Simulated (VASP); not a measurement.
```xyz
1
Lattice="-1.6500 1.6500 1.6500 1.6500 -1.6500 1.6500 1.6500 1.6500 -1.6500" Properties=species:S:1:pos:R:3 pbc="T T T"
Ta     0.0000     0.0000     0.0000
```

These are PBE GGA, VASP's PBE PAW potentials (set 64) (plane waves; VASP) values and carry that method's errors. Numerical set-up: 300 eV cut-off, 14×14×14 Γ-centred mesh, Fermi-Dirac smearing of 0.050 eV, potentials Ta_pv.

At this cut-off the stress carries a Pulay error, which pulls relaxed volumes low.

Q: The ions, cell shape and volume are relaxed. Give the cell that the relaxation ends in.

A: 
```xyz
1
Lattice="-1.6581 1.6581 1.6581 1.6581 -1.6581 1.6581 1.6581 1.6581 -1.6581" Properties=species:S:1:pos:R:3 pbc="T T T"
Ta     0.0000     0.0000     0.0000
```
Space group Im-3m (229), at a tolerance of 0.03 Å.

Q: How do energy and volume change from the first to the last step?

A: The energy (σ→0) changes by -2.5 meV/atom and the volume by +1.5 %, in 3 ionic steps.

The structure is a typed Ta crystal (Im-3m). This run relaxes it. Symmetry was kept, so distortions that lower it aren't found. The run is one of a series of settings (EDIFFG = -0.01, IBRION = 2, ISIF = 3, NSW = 50 against the base run), some of them coarse on purpose.
